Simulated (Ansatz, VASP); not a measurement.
Te3As: VASP beside Ansatz

```
CELL_PARAMETERS angstrom
-2.24628 2.24628 5.16770
2.24628 -2.24628 5.16770
2.24628 2.24628 -5.16770
ATOMIC_POSITIONS crystal
Te 0.50000 0.50000 0.00000
Te 0.25000 0.75000 0.50000
Te 0.75000 0.25000 0.50000
As 0.00000 0.00000 0.00000
```

Alike in both runs: functional PBE; k mesh 6 × 6 × 6; occupations gaussian, width 0.1 eV; no spin polarisation.

Ansatz relaxed the structure, and its values are those at the end. VASP's run is a single point on that final structure, the one shown.

|  | VASP | Ansatz |
| --- | --- | --- |
| version | VASP 6.6.1 | Ansatz 0.2.0 |
| potentials or method | VASP PAW PBE potentials, release 64 (Te, As) | scalar-relativistic, plane waves, PAW |
| plane-wave cutoff (eV) | 520 | 420 |
| valence electrons in the cell | 23 | 63 |

Ansatz gave:

```
gap on the k mesh at the Fermi level (eV) : none
pressure (GPa)                            : 0.3
```

Question: Estimate VASP's values.

Answer: gap on the k mesh at the Fermi level (eV): none; pressure (GPa): 0.2.

A gap of «none» marks a metal or a gap that the smearing closes. With one functional, cell and mesh, what is left measures potentials, basis and numerics. The two sets of potentials don't hold the same shells in valence.

Spin-orbit coupling is left out, which matters for the levels of Te.
